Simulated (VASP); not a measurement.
OSZICAR of a VASP run on VC₃₁Si₃₁:

### OSZICAR
```
       N       E                     dE             d eps       ncg     rms          rms(c)
DAV:   1    -0.468819976135E+03   -0.46882E+03   -0.40845E-04   824   0.453E-02    0.106E-01
RMM:   2    -0.468820498440E+03   -0.52231E-03   -0.13768E-03   748   0.672E-02    0.339E-01
RMM:   3    -0.468819891042E+03    0.60740E-03   -0.47629E-04   691   0.512E-02    0.289E-02
RMM:   4    -0.468819894665E+03   -0.36226E-05   -0.35671E-05   647   0.101E-02    0.504E-03
RMM:   5    -0.468819896007E+03   -0.13418E-05   -0.48214E-06   570   0.453E-03    0.187E-03
RMM:   6    -0.468819896077E+03   -0.70242E-07   -0.11919E-06   502   0.184E-03
   1 F= -.46881990E+03 E0= -.46881990E+03  d E =-.793404E-08  mag=     3.0000
```

Which electronic solver shows in the log?

It is blocked Davidson (ALGO = Normal, or the opening steps of other solvers) and then RMM-DIIS (ALGO = Fast or VeryFast). The INCAR had ALGO = Fast.

How was spin treated?

Collinear spin (ISPIN = 2): the summary line carries one mag value, 3.00 μB in the cell.

Can the final energy be trusted as converged?

Self-consistency was reached. It stopped with EDIFF = 1E-6, NELM = 100 (PBE GGA, plane waves, VASP's PBE PAW potentials (set 64)).   The supercell is sampled at Γ alone, which is coarse: total energies, pressure and levels can be off, energies of defects by several tenths of an eV.

The cell is a supercell with a defect, built from SiC (zinc blende): V_Si-vac_C. The total moment is imposed (NUPDOWN), so this need not be the lowest spin state.
